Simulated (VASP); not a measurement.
## Band gap of GaN: mesh and cell

How far does the LDA gap of GaN depend on mesh and cell? The starting structure is a computed structure from the Materials Project. Cell and atoms stay as given unless a step says otherwise.

Program: VASP 6.6.1. Level of theory: Kohn-Sham DFT with plane waves and PAW; LDA. Results are calculated unless marked as measured.

### 1. The starting structure

Symmetry: F-43m, No. 216, cubic system. The conventional cell has a = 4.507 Å, b = 4.507 Å, c = 4.507 Å, α = 90.00°, β = 90.00°, γ = 90.00°. Nearest to Ga lie 4 N at 1.95 Å. N has 4 Ga at 1.95 Å nearest. Farther neighbours and most contacts between anions are not listed.

Coordinates:

```
Ga N
1.0
     0.00000    2.25350    2.25350
     2.25350    0.00000    2.25350
     2.25350    2.25350    0.00000
Ga N
1 1
Direct
  0.00000 0.00000 0.00000
  0.25000 0.25000 0.25000
```

### 2. Reference bands

Input file INCAR:

```
SYSTEM = GaN
PREC = Accurate
ENCUT = 460
EDIFF = 1E-06
NELM = 100
ISMEAR = 0
SIGMA = 0.03
LREAL = .FALSE.
ALGO = Normal
GGA = CA
NBANDS = 21
LORBIT = 11
LWAVE = .FALSE.
LCHARG = .FALSE.
KPAR = 4
LASPH = .TRUE.
```

Input file POSCAR:

```
GaN
1.0
    0.0000000000      2.2535006075      2.2535006075
    2.2535006075      0.0000000000      2.2535006075
    2.2535006075      2.2535006075      0.0000000000
Ga N
1 1
Direct
    0.0000000000      0.0000000000      0.0000000000
    0.2500000000      0.2500000000      0.2500000000
```

Input file KPOINTS:

```
Automatic mesh
0
Gamma
8 8 8
0 0 0
```

Input file KPOINTS_OPT:

```
Line mode
10
Line-mode
Reciprocal
  0.00000000   0.00000000   0.00000000 GAMMA
  0.50000000   0.00000000   0.50000000 X

  0.50000000   0.00000000   0.50000000 X
  0.50000000   0.25000000   0.75000000 W

  0.50000000   0.25000000   0.75000000 W
  0.37500000   0.37500000   0.75000000 K

  0.37500000   0.37500000   0.75000000 K
  0.00000000   0.00000000   0.00000000 GAMMA

  0.00000000   0.00000000   0.00000000 GAMMA
  0.50000000   0.50000000   0.50000000 L

  0.50000000   0.50000000   0.50000000 L
  0.62500000   0.25000000   0.62500000 U

  0.62500000   0.25000000   0.62500000 U
  0.50000000   0.25000000   0.75000000 W

  0.50000000   0.25000000   0.75000000 W
  0.50000000   0.50000000   0.50000000 L

  0.50000000   0.50000000   0.50000000 L
  0.37500000   0.37500000   0.75000000 K

  0.62500000   0.25000000   0.62500000 U
  0.50000000   0.00000000   0.50000000 X
```

PAW data sets: Ga_d and N (LDA family, release 64).

On the command line:

```sh
mpirun -np 4 vasp_std
```

The log of the run:

```text
[banner, memory and clock lines left out]
running    4 mpi-ranks, on    1 nodes
 distrk:  each k-point on    1 cores,    4 groups
 distr:  one band on    1 cores,    1 groups

 POSCAR found type information on POSCAR GaN
 POSCAR found :  2 types and       2 ions
 LDA part: xc-table for (Slater(with rela. corr.)+CA(PZ))
 , standard interpolation
 POSCAR, INCAR and KPOINTS ok, starting setup
 FFT: planning ... GRIDC
 FFT: planning ... GRID_SOFT
 FFT: planning ... GRID
 WAVECAR not read
 entering main loop
       N       E                     dE             d eps       ncg     rms          rms(c)
DAV:   1     0.902330256606E+02    0.90233E+02   -0.78524E+03  1462   0.141E+03
DAV:   2    -0.819663099321E+01   -0.98430E+02   -0.90277E+02  1279   0.297E+02
DAV:   3    -0.158560036523E+02   -0.76594E+01   -0.75946E+01  1416   0.621E+01
DAV:   4    -0.159412705466E+02   -0.85267E-01   -0.85243E-01  1384   0.698E+00
DAV:   5    -0.159419382576E+02   -0.66771E-03   -0.66770E-03  1451   0.605E-01    0.748E+00
DAV:   6    -0.139908351333E+02    0.19511E+01   -0.33980E+00  1823   0.304E+01    0.272E+00
DAV:   7    -0.139625145573E+02    0.28321E-01   -0.24743E-01  1358   0.475E+00    0.171E+00
DAV:   8    -0.139375518335E+02    0.24963E-01   -0.70384E-02  1443   0.192E+00    0.790E-01
DAV:   9    -0.139337155700E+02    0.38363E-02   -0.82568E-03  1469   0.142E+00    0.245E-01
DAV:  10    -0.139338147729E+02   -0.99203E-04   -0.10057E-03  1383   0.195E-01    0.146E-01
DAV:  11    -0.139337874365E+02    0.27336E-04   -0.32574E-05  1422   0.508E-02    0.353E-02
DAV:  12    -0.139337878968E+02   -0.46034E-06   -0.18531E-06  1340   0.169E-02
   1 F= -.13933788E+02 E0= -.13933788E+02  d E =-.255107E-25
 Start KPOINTS_OPT (optional k-point list driver)
k-point batch [1-29\100]
       N       E                     dE             ncg
DAV:   1     0.545569809283E+03   -0.17535E+05     1470
DAV:   2    -0.238672024857E+04   -0.29323E+04     1253
DAV:   3    -0.261111342391E+04   -0.22439E+03     1417
DAV:   4    -0.261372422878E+04   -0.26108E+01     1381
DAV:   5    -0.261374370927E+04   -0.19480E-01     1402
DAV:   6    -0.261374422388E+04   -0.51461E-03     1514
DAV:   7    -0.261374424218E+04   -0.18302E-04     1455
DAV:   8    -0.261374424275E+04   -0.56482E-06     1163
[...]
k-point batch [88-100\100]
       N       E                     dE             ncg
DAV:   1     0.115173989451E+05   -0.10456E+05      651
DAV:   2     0.101597173355E+05   -0.13577E+04      562
DAV:   3     0.100511117176E+05   -0.10861E+03      649
DAV:   4     0.100498068707E+05   -0.13048E+01      656
DAV:   5     0.100497968842E+05   -0.99866E-02      640
DAV:   6     0.100497966180E+05   -0.26615E-03      701
DAV:   7     0.100497966112E+05   -0.68563E-05      654
DAV:   8     0.100497966110E+05   -0.15338E-06      517
```

Elapsed: 4.4 s, on 4 MPI ranks of AMD EPYC 9R45, shared host; peak memory 0.43 GiB; 16 s of CPU time.

Lines that name or quote the potential files are left out of all logs, and their timing lines are given in words.

From OUTCAR (step 2):

```text
ion  position               nearest neighbor table
   1  0.000  0.000  0.000-   2 1.95   2 1.95   2 1.95   2 1.95
   2  0.250  0.250  0.250-   1 1.95   1 1.95   1 1.95   1 1.95

  LATTYP: Found a face centered cubic cell.
 ALAT       =     4.5070012150

 Subroutine GETGRP returns: Found 24 space group operations
 (whereof 24 operations were pure point group operations)

The static configuration has the point symmetry T_d .

 Found     29 irreducible k-points:

   k-points           NKPTS =     29   k-points in BZ     NKDIM =     29   number of bands    NBANDS=     21

   dimension x,y,z NGX =    24 NGY =   24 NGZ =   24
   dimension x,y,z NGXF=    48 NGYF=   48 NGZF=   48

   ENCUT  =  460.0 eV  33.81 Ry    5.81 a.u.   5.57  5.57  5.57*2*pi/ulx,y,z

   NELECT =      18.0000    total number of electrons

 k-points in reciprocal lattice and weights: Automatic mesh
   0.00000000  0.00000000  0.00000000       0.002
   0.12500000  0.00000000  0.00000000       0.016
   0.25000000  0.00000000  0.00000000       0.016
   0.37500000  0.00000000  0.00000000       0.016
   0.50000000  0.00000000  0.00000000       0.008
   0.12500000  0.12500000  0.00000000       0.012
   0.25000000  0.12500000  0.00000000       0.047
   0.37500000  0.12500000  0.00000000       0.047
   0.50000000  0.12500000  0.00000000       0.047
[...]
-0.37500000  0.50000000  0.12500000       0.023
  -0.25000000  0.50000000  0.25000000       0.012

 average (electrostatic) potential at core
       1 -64.7516       2 -62.0155

 E-fermi :   5.2408

 k-point     1 :       0.0000    0.0000    0.0000
  band No.  band energies     occupation
    ...
      5      -8.2038      2.00000
      6      -8.2038      2.00000
      7       5.0293      2.00000
      8       5.0293      2.00000
      9       5.0293      2.00000
     10       6.7774      0.00000
     11      15.1417      0.00000
     12      15.1417      0.00000
     13      15.1417      0.00000
     14      22.3418      0.00000
    ...

 k-point     2 :       0.1250    0.0000    0.0000
  band No.  band energies     occupation
    ...
      5      -8.2055      2.00000
      6      -8.2055      2.00000
      7       3.5108      2.00000
      8       4.8650      2.00000
      9       4.8650      2.00000
     10       7.8993      0.00000
     11      14.4374      0.00000
     12      15.3808      0.00000
     13      15.3808      0.00000
     14      22.1024      0.00000
    ...

 k-point     3 :       0.2500    0.0000    0.0000
  band No.  band energies     occupation
    ...
      5      -8.1990      2.00000
      6      -8.1276      2.00000
      7       1.1651      2.00000
      8       4.5027      2.00000
      9       4.5027      2.00000
     10       9.0491      0.00000
     11      13.6435      0.00000
     12      15.6129      0.00000
     13      15.6129      0.00000
     14      20.8451      0.00000
    ...

  Total       -0.9001468     -0.9001468     -0.9001468      0.0000000      0.0000000      0.0000000
  in kB      -63.0116568    -63.0116568    -63.0116568      0.0000000      0.0000000      0.0000000
  external PRESSURE =     -63.0116568 kB  Pullay stress =       0.0000000 kB

  energy-cutoff  :      460.00
  volume of cell :       22.89
      direct lattice vectors                 reciprocal lattice vectors
     0.000000000  2.253500607  2.253500607    -0.221877020  0.221877020  0.221877020
     2.253500607  0.000000000  2.253500607     0.221877020 -0.221877020  0.221877020
     2.253500607  2.253500607  0.000000000     0.221877020  0.221877020 -0.221877020

 POSITION                                       TOTAL-FORCE (eV/Angst)
 -----------------------------------------------------------------------------------
      0.00000      0.00000      0.00000         0.000000     -0.000000      0.000000
      1.12675      1.12675      1.12675        -0.000000      0.000000     -0.000000
 -----------------------------------------------------------------------------------
    total drift:                                0.000002      0.000002      0.000002

  FREE ENERGIE OF THE ION-ELECTRON SYSTEM (eV)
  ---------------------------------------------------
  free  energy   TOTEN  =       -13.9337878968 eV

  energy  without entropy=      -13.9337878968  energy(sigma->0) =      -13.93378790

 total charge
# of ion       s       p       d       tot
------------------------------------------
    1        0.799   0.910  10.176  11.884
    2        1.214   2.480   0.000   3.695
--------------------------------------------------
tot          2.013   3.390  10.176  15.579

[... 3 further parts left out ...]
```

Spin-orbit coupling is off here; it would split degenerate levels. At this level the cell is under a tension of 6.3 GPa, so at these settings it is away from equilibrium.

The reference gap is 1.747 eV.

### 3. Bands with cell and atoms relaxed by LDA

Against step 2 the input has another starting structure. The cell comes from a relaxation at this level, not shown (22.24 Å³).

INCAR is that of step 2.

Input file POSCAR:

```
GaN
1.0
    0.0000000000      2.2318818062      2.2318818062
    2.2318818062      0.0000000000      2.2318818062
    2.2318818062      2.2318818062      0.0000000000
Ga N
1 1
Direct
    0.0000000000      0.0000000000      0.0000000000
    0.2500000000      0.2500000000      0.2500000000
```

KPOINTS is that of step 2.

KPOINTS_OPT is that of step 2.

On the command line:

```sh
mpirun -np 4 vasp_std
```

The log of the run:

```text
[... set-up lines as in an earlier step ...]
 entering main loop
       N       E                     dE             d eps       ncg     rms          rms(c)
DAV:   1     0.944704913776E+02    0.94470E+02   -0.80850E+03  1475   0.146E+03
DAV:   2    -0.769232492336E+01   -0.10216E+03   -0.94341E+02  1268   0.309E+02
DAV:   3    -0.159108231875E+02   -0.82185E+01   -0.81355E+01  1417   0.635E+01
DAV:   4    -0.160093136724E+02   -0.98490E-01   -0.98463E-01  1383   0.726E+00
[...]
DAV:  10    -0.139453324240E+02   -0.66268E-04   -0.10323E-03  1393   0.206E-01    0.117E-01
DAV:  11    -0.139453070364E+02    0.25388E-04   -0.38210E-05  1406   0.471E-02    0.256E-02
DAV:  12    -0.139453072864E+02   -0.25005E-06   -0.85724E-07  1209   0.135E-02
   1 F= -.13945307E+02 E0= -.13945307E+02  d E =-.291591E-32
 Start KPOINTS_OPT (optional k-point list driver)
k-point batch [1-29\100]
       N       E                     dE             ncg
DAV:   1     0.623131162614E+03   -0.18577E+05     1482
DAV:   2    -0.224223381297E+04   -0.28654E+04     1254
DAV:   3    -0.246975731951E+04   -0.22752E+03     1433
DAV:   4    -0.247240229201E+04   -0.26450E+01     1373
DAV:   5    -0.247242066071E+04   -0.18369E-01     1441
DAV:   6    -0.247242107557E+04   -0.41487E-03     1472
DAV:   7    -0.247242108860E+04   -0.13024E-04     1473
DAV:   8    -0.247242108897E+04   -0.37272E-06     1094
[...]
k-point batch [88-100\100]
       N       E                     dE             ncg
DAV:   1     0.120955996775E+05   -0.97910E+04      677
DAV:   2     0.107183340550E+05   -0.13773E+04      551
DAV:   3     0.106017675459E+05   -0.11657E+03      662
DAV:   4     0.106003557113E+05   -0.14118E+01      631
DAV:   5     0.106003462400E+05   -0.94713E-02      647
DAV:   6     0.106003460306E+05   -0.20937E-03      704
DAV:   7     0.106003460240E+05   -0.66133E-05      668
DAV:   8     0.106003460238E+05   -0.18030E-06      526
```

The job ended after 4.6 s (4 MPI ranks; peak memory 0.43 GiB).

OUTCAR, selected parts (step 3):

```text
  Total       -0.1187541     -0.1187541     -0.1187541     -0.0000000     -0.0000000      0.0000000
  in kB       -8.5568864     -8.5568864     -8.5568864     -0.0000000     -0.0000000      0.0000000
  external PRESSURE =      -8.5568864 kB  Pullay stress =       0.0000000 kB

 POSITION                                       TOTAL-FORCE (eV/Angst)
 -----------------------------------------------------------------------------------
      0.00000      0.00000      0.00000         0.000000      0.000000      0.000000
      1.11594      1.11594      1.11594        -0.000000     -0.000000     -0.000000
 -----------------------------------------------------------------------------------
    total drift:                                0.000002      0.000002      0.000002

  FREE ENERGIE OF THE ION-ELECTRON SYSTEM (eV)
  ---------------------------------------------------
  free  energy   TOTEN  =       -13.9453072864 eV

  energy  without entropy=      -13.9453072864  energy(sigma->0) =      -13.94530729

[... 1 part as in an earlier step ...]

[... 2 further parts left out ...]
[key lines of the parts left out:]
E-fermi :   5.5967
```

With cell and atoms relaxed by LDA the gap is 1.936 eV, +0.188 eV from the reference.

### 4. Bands with a 12×12×12 mesh

Against step 2 the input has a 12×12×12 mesh.

INCAR is that of step 3.

Input file POSCAR:

```
GaN
1.0
    0.0000000000      2.2535006075      2.2535006075
    2.2535006075      0.0000000000      2.2535006075
    2.2535006075      2.2535006075      0.0000000000
Ga N
1 1
Direct
    0.0000000000      0.0000000000      0.0000000000
    0.2500000000      0.2500000000      0.2500000000
```

Input file KPOINTS:

```
Automatic mesh
0
Gamma
12 12 12
0 0 0
```

KPOINTS_OPT is that of step 3.

On the command line:

```sh
mpirun -np 4 vasp_std
```

The log of the run:

```text
[... set-up lines as in an earlier step ...]
 entering main loop
       N       E                     dE             d eps       ncg     rms          rms(c)
DAV:   1     0.927802608019E+02    0.92780E+02   -0.79111E+03  3666   0.143E+03
DAV:   2    -0.769560088492E+01   -0.10048E+03   -0.91779E+02  3150   0.305E+02
DAV:   3    -0.158470517736E+02   -0.81515E+01   -0.80773E+01  3508   0.638E+01
DAV:   4    -0.159413635008E+02   -0.94312E-01   -0.94282E-01  3414   0.717E+00
[...]
DAV:  10    -0.139343931568E+02   -0.10651E-03   -0.10561E-03  3434   0.200E-01    0.142E-01
DAV:  11    -0.139343654519E+02    0.27705E-04   -0.32852E-05  3592   0.527E-02    0.364E-02
DAV:  12    -0.139343659488E+02   -0.49683E-06   -0.20908E-06  3456   0.175E-02
   1 F= -.13934366E+02 E0= -.13934366E+02  d E =-.763852E-15
 Start KPOINTS_OPT (optional k-point list driver)
k-point batch [1-72\100]
       N       E                     dE             ncg
DAV:   1     0.144555683729E+04   -0.41829E+05     3718
DAV:   2    -0.582026079445E+04   -0.72658E+04     3132
DAV:   3    -0.640216189870E+04   -0.58190E+03     3622
DAV:   4    -0.640895957065E+04   -0.67977E+01     3408
DAV:   5    -0.640900886589E+04   -0.49295E-01     3579
DAV:   6    -0.640900997921E+04   -0.11133E-02     3536
DAV:   7    -0.640901001273E+04   -0.33524E-04     3591
DAV:   8    -0.640901001369E+04   -0.96006E-06     2630
k-point batch [73-100\100]
       N       E                     dE             ncg
DAV:   1     0.259290547087E+05   -0.19412E+05     1423
DAV:   2     0.230365854845E+05   -0.28925E+04     1237
DAV:   3     0.228144785448E+05   -0.22211E+03     1364
DAV:   4     0.228118048091E+05   -0.26737E+01     1366
DAV:   5     0.228117857932E+05   -0.19016E-01     1387
DAV:   6     0.228117853756E+05   -0.41766E-03     1497
DAV:   7     0.228117853629E+05   -0.12664E-04     1379
DAV:   8     0.228117853626E+05   -0.33214E-06     1039
```

It took 5.8 s on 4 MPI ranks; peak memory 0.52 GiB.

OUTCAR, selected parts (step 4):

```text
  Total       -0.8981444     -0.8981444     -0.8981444     -0.0000000      0.0000000     -0.0000000
  in kB      -62.8714814    -62.8714814    -62.8714814     -0.0000000      0.0000000     -0.0000000
  external PRESSURE =     -62.8714814 kB  Pullay stress =       0.0000000 kB

 POSITION                                       TOTAL-FORCE (eV/Angst)
 -----------------------------------------------------------------------------------
      0.00000      0.00000      0.00000         0.000000      0.000000     -0.000000
      1.12675      1.12675      1.12675        -0.000000     -0.000000      0.000000
 -----------------------------------------------------------------------------------
    total drift:                                0.000002      0.000002      0.000002

  FREE ENERGIE OF THE ION-ELECTRON SYSTEM (eV)
  ---------------------------------------------------
  free  energy   TOTEN  =       -13.9343659488 eV

  energy  without entropy=      -13.9343659488  energy(sigma->0) =      -13.93436595

[... 1 part as in an earlier step ...]

[... 2 further parts left out ...]
[key lines of the parts left out:]
E-fermi :   5.1767
```

With a 12×12×12 mesh the gap is 1.748 eV, +0.000 eV from the reference.

### 5. Comparison

```tsv
run	gap (eV)	change (eV)	core minutes
reference	1.747	-	0.293
cell and atoms relaxed by LDA	1.936	0.188	0.307
a 12×12×12 mesh	1.748	0.0	0.387
```

Core minutes are wall time times ranks of the run shown, on a shared host.

### 6. What came out

| Property | Result |
| --- | --- |
| reference gap | 1.747 eV |
| gap with cell and atoms relaxed by LDA | 1.936 eV |
| gap with a 12×12×12 mesh | 1.748 eV |

Among the runs that read a gap along the path, the one with cell and atoms relaxed by LDA moves it most, by +0.188 eV. On finer settings it changes by +0.000 eV with a 12×12×12 mesh. The functional's own error isn't tested here. Further runs on this material are not shown.

[Lines on the potential files, build, host, timing and source positions are cut from VASP's logs without a mark.]

[Logs are printed without paths, hosts, clocks, repeated set-up lines and the standing remarks that a program may print on its own settings, such as how far it seeks lower states.]

[Hosts, paths, dates, database ids (printed as entryN), source tags and the programs' standing remarks are cut or masked in the printed files.]
